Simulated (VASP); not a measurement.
## YSb (space group Fm-3m): computed properties

Computed with r2SCAN+rVV10, VASP's PBE PAW potentials (set 64) (plane waves; VASP).

* **space group**: Fm-3m (225)
* **cell**: a = b = c = 6.1900 Å, α = β = γ = 90.00°
* **volume per atom**: 29.65 Å³/atom
* **band gap (over mesh and band path)**: none (metal, semimetal or under 0.01 eV)
* **density**: 5.90 g/cm³

```
CELL_PARAMETERS angstrom
      0.00000     3.09500     3.09500
      3.09500     0.00000     3.09500
      3.09500     3.09500     0.00000
ATOMIC_POSITIONS crystal
  Sb 0.00000 0.00000 0.00000
  Y  0.50000 0.50000 0.50000
```

Unless said otherwise, spin-orbit coupling is left out, though it shifts the bands of the heavy elements here.

The structure comes from a measured YSb entry (Fm-3m) of the Crystallography Open Database, whose conditions weren't checked. The cell was not relaxed at this level.
